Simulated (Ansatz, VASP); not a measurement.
**Al3Te: VASP beside Ansatz**

```
Al Te
1.0
     4.36737    0.00000    0.00000
     0.00000    4.36737    0.00000
     0.00000    0.00000    4.36737
Al Te
3 1
Cartesian
  0.0000 2.1837 2.1837
  2.1837 0.0000 2.1837
  2.1837 2.1837 0.0000
  0.0000 0.0000 0.0000
```

Alike in both runs: functional PBE; k mesh 4 × 4 × 4; occupations gaussian, width 0.1 eV; no spin polarisation.

Ansatz relaxed the structure, and its values are those at the end. VASP's run is a single point on that final structure, the one shown.

```csv
,VASP,Ansatz
version,VASP 6.6.1,Ansatz 0.2.0
potentials or method,"VASP PAW PBE potentials, release 64 (Al, Te)","scalar-relativistic, plane waves, PAW"
plane-wave cutoff (eV),520,420
valence electrons in the cell,15,25
```

```csv
,VASP,Ansatz,Ansatz less VASP
gap on the k mesh at the Fermi level (eV),none,none,-
pressure (GPa),0.1,0.1,0.00
```

A gap of «none» marks a metal or a gap that the smearing closes. The functional is the same, so the differences come from potentials, cutoffs and numerics. The two sets of potentials don't hold the same shells in valence.

Spin-orbit coupling is left out, which matters for the levels of Te.
